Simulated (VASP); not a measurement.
## NaBe2Se2 in VASP: the effect of strain

NaBe2Se2:

```
CELL_PARAMETERS angstrom
3.67228 -0.07345 0.00000
-1.89975 3.21700 0.00000
0.00000 0.00000 8.01116
ATOMIC_POSITIONS crystal
Na 0.00000 0.00000 0.50000
Be 0.33333 0.66667 0.14639
Be 0.33333 0.66667 0.85361
Se 0.66667 0.33333 0.22852
Se 0.66667 0.33333 0.77148
```

The cell was built by a generator and needn't be a form met in nature.

The cell isn't the ideal one: strain = -0.04.

Alike in all runs:

```yaml
Program: VASP 6.6.1
Task: single point
Functional: PBE
Potentials_or_basis: VASP PAW PBE potentials, release 64 (Na_pv, Be, Se)
Cutoff: 520 eV
k_mesh: 6 × 6 × 3
Occupations: fermi-dirac, width 0.05 eV
Spin: no spin polarisation
Strain_kind: shear_xy
Further_INCAR_settings: ALGO = Normal; EDIFF = 1e-06; NBANDS = 20
```

| strain | largest force (eV/Å) |
| --- | --- |
| -0.04 | 0.16 |
| -0.02 | 0.08 |
| -0.01 | 0.04 |
| 0 | ? |
| 0.01 | 0.04 |
| 0.02 | 0.08 |
| 0.04 | 0.16 |

Problem. What does the run with strain 0 give?

Solution. Largest force 0.02 eV/Å.

Worked out: A parabola through the other rows of the largest force, of slope 0 eV/Å per unit of strain there, gives 0.04 eV/Å, against the run's 0.02.
